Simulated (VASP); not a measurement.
Given:

```xyz
2
Lattice="0.0000 2.1522 2.1522 2.1522 0.0000 2.1522 2.1522 2.1522 0.0000" Properties=species:S:1:pos:R:3 pbc="T T T"
Si     0.0000     0.0000     0.0000
C      1.0761     1.0761     1.0761
```

Method: PBE GGA with D3 dispersion (Becke-Johnson damping), VASP's PBE PAW potentials (set 64) (plane waves; VASP). Numerical set-up: 520 eV cut-off, 10×10×10 Γ-centred mesh, Gaussian smearing of 0.050 eV, potentials Si C.

### Question
Predict the energy per atom (σ→0), pressure, band gap (on the k-mesh) with the smallest direct gap where there is one.

### Answer

| Quantity | Value |
|---|---|
| band gap (on the k-mesh) | 1.32 eV |
| smallest direct gap (on the k-mesh) | 4.58 eV |
| energy per atom (σ→0) | -754.8 kJ/mol of atoms |
| pressure | 71.6 kbar |

The compound is SiC in the zinc blende structure. This cell is one point of a volume scan, at 0.97 of the reference volume.
